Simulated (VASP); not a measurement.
Consider the following.

```xyz
8
Lattice="-0.2978 3.9955 4.1189 3.9955 -0.2978 4.1189 1.8488 1.8488 0.0000" Properties=species:S:1:pos:R:3 pbc="T T T"
Si     3.6977     3.6977     7.9169
Si     0.9244     0.9244     1.3506
C      3.6161     5.6281     6.2490
C      2.8548     0.8429     3.0185
C      5.6281     3.6161     6.2490
C      0.8429     2.8548     3.0185
C      3.6977     3.6977     4.1414
C      2.7733     2.7733     5.1261
```

Calculation: PBEsol GGA, VASP's PBE PAW potentials (set 64) (plane waves; VASP). Numerical set-up: 520 eV cut-off, 7×7×15 Γ-centred mesh, tetrahedra with Blöchl corrections, potentials Si C.

### Question
The job: C₆Si₂ (ordered alloy cell), 8 atoms, PBEsol, static run, 520 eV, 7×7×15 Γ-centred mesh. Roughly how much core time does it take on a busy server core?

### Answer
About 9 core-minutes (one run on a shared machine, a rough figure). It had 212 irreducible k-points, 21 bands, up to 1781 plane waves and 16 electronic steps.

The structure was generated: C6Si2 was put into an ordered model structure (Cmcm), which need not be its known phase. It was relaxed first.
